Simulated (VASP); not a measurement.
Consider the following.

```
KBr
1.0
    0.00000     3.35118     3.35118
    3.35118     0.00000     3.35118
    3.35118     3.35118     0.00000
K Br
1 1
Cartesian
  0.00000   0.00000   0.00000
  3.35118   3.35118   3.35118
```

Method: optB86b-vdW, VASP's PBE PAW potentials (set 64) (plane waves; VASP 6.6.1). Numerical set-up: 520 eV cut-off, 7×7×7 Γ-centred mesh, Gaussian smearing of 0.050 eV, potentials K_sv Br.

Predict the energy per atom (σ→0), band gap (on the k-mesh) with the smallest direct gap where there is one.

```json
{
  "band gap (on the k-mesh)": "4.24 eV",
  "smallest direct gap (on the k-mesh)": "4.24 eV",
  "energy per atom (σ→0)": "-1.194 eV/atom"
}
```

The compound is KBr in the rock salt structure. This cell is one point of a volume scan, at 1.06 of the reference volume.
